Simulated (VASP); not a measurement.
Data:

```
SrO
1.0
    0.00000     2.60258     2.60258
    2.60258     0.00000     2.60258
    2.60258     2.60258     0.00000
Sr O
1 1
Direct
  0.00000   0.00000   0.00000
  0.50000   0.50000   0.50000
```

These are PBE GGA, VASP's PBE PAW potentials (set 64) (plane waves; VASP) values and carry that method's errors. Numerical set-up: 530 eV cut-off, 8×8×8 Γ-centred mesh, Gaussian smearing of 0.050 eV, potentials Sr_sv O.

Estimate the energy per atom (σ→0), band gap (on the k-mesh) with the smallest direct gap where there is one.

```
Item                                         Result
-----------------------------------  --------------
band gap (on the k-mesh)                    3.28 eV
smallest direct gap (on the k-mesh)         3.39 eV
energy per atom (σ→0)                -6.028 eV/atom
```

The absolute energy has meaning only against runs of the same code, potentials and settings.

The compound is SrO in the rock salt structure. It was relaxed first. The start is the result of an earlier pass.
